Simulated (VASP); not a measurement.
ZnS (wurtzite) relaxed at rising pressure, in one space group throughout; other phases were not tried. The pressures are those reached. Calculation: PBE GGA, VASP's PBE PAW potentials (set 64) (plane waves; VASP).

| P (GPa) | V (Å³/atom) | k-mesh |
|---|---|---|
| -0.05 | 20.238 | 7×7×4 |
| 5.00 | 18.994 | 7×7×4 |
| 10.08 | 18.052 | 7×7×4 |
| 19.99 | 16.718 | 7×7×4 |
| 30.09 | 15.735 | 7×7×4 |

A change of mesh leaves a small step in the series.

Question: Fit an equation of state and predict the volume at 44.97 GPa.

Answer: Least squares on the third-order Birch-Murnaghan form, P = (3B0/2)(y⁷ − y⁵)[1 + (3/4)(B′ − 4)(y² − 1)] with y = (V0/V)^(1/3), gives V0 = 20.224 Å³/atom, B0 = 69 GPa and B′ = 4.3, and so 14.666 Å³/atom. The run gave 14.647 Å³/atom, -0.1 % from the fit.

Pressures at which the relaxation failed are left out.

The compound is ZnS in the wurtzite structure, the high-temperature form.
